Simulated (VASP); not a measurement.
A run of VASP 6.6.1 is set up as follows.

INCAR

```
  ALGO = Fast
  EDIFF = 1E-6
  EDIFFG = -0.005
  ENCUT = 700
  GGA = PE
  IBRION = 2
  ISIF = 3
  ISMEAR = 1
  LASPH = T
  LCHARG = F
  LREAL = F
  LWAVE = F
  NELM = 120
  NSW = 60
  PREC = Accurate
  SIGMA = 0.1
```

KPOINTS

```
k-points
0
Gamma
  18 18 10
```

File POSCAR:

```
Zn
1.0
    2.6200000000      0.0000000000      0.0000000000
   -1.3100000000      2.2689865600      0.0000000000
    0.0000000000      0.0000000000      4.8000000000
Zn
2
Direct
    0.3333333300      0.6666666700      0.2500000000
    0.6666666700      0.3333333300      0.7500000000
```

Potentials or basis: VASP PAW PBE potentials, release 64 (Zn).

The run is started by

```console
$ cat potpaw_PBE.64/Zn/POTCAR > POTCAR
$ mpirun -np 1 vasp_std > vasp.out
```

Task: Predict the band gap on the k mesh.

Result: None (metal or under the smearing width).

Task: Estimate the relaxed cell.

Result: a = 2.639 Å, b = 2.639 Å, c = 5.100 Å, α = 90.00°, β = 90.00°, γ = 120.00°.

Task: What does it give for the relaxed volume?

Result: 15.38 Å³/atom.

The path:
```tsv
step	energy change (eV)	largest force (eV/Å)	pressure (GPa)	volume (Å³)
1	0.0000	0.0000	5.18	28.53
2	-0.0302	0.0000	-0.32	30.48
3	-0.0302	0.0000	-0.40	30.46
4	-0.0302	0.0000	-0.35	30.41
5	-0.0347	0.0000	0.07	30.47
6	-0.0373	0.0000	0.46	30.61
7	-0.0384	0.0000	0.17	30.56
8	-0.0385	0.0000	0.58	30.57
9	-0.0384	0.0000	0.45	30.58
10	-0.0385	0.0000	0.15	30.57
11	-0.0387	0.0000	0.16	30.66
12	-0.0387	0.0000	0.20	30.68
13	-0.0387	0.0000	0.19	30.71
14	-0.0386	0.0000	-0.15	30.76
15	-0.0386	0.0000	-0.28	30.72
16	-0.0387	0.0000	-0.09	30.71
17	-0.0387	0.0000	0.18	30.65
18	-0.0387	0.0000	0.42	30.68
19	-0.0387	0.0000	0.19	30.70
20	-0.0387	0.0000	0.04	30.70
21	-0.0387	0.0000	0.12	30.70
22	-0.0387	0.0000	0.15	30.70
23	-0.0387	0.0000	0.20	30.71
24	-0.0387	0.0000	0.16	30.75
25	-0.0386	0.0000	-0.24	30.89
26	-0.0387	0.0000	-0.13	30.80
27	-0.0387	0.0000	-0.15	30.78
28	-0.0387	0.0000	-0.10	30.77
29	-0.0387	0.0000	-0.02	30.76
30	-0.0387	0.0000	-0.02	30.76
31	-0.0387	0.0000	-0.01	30.76
```
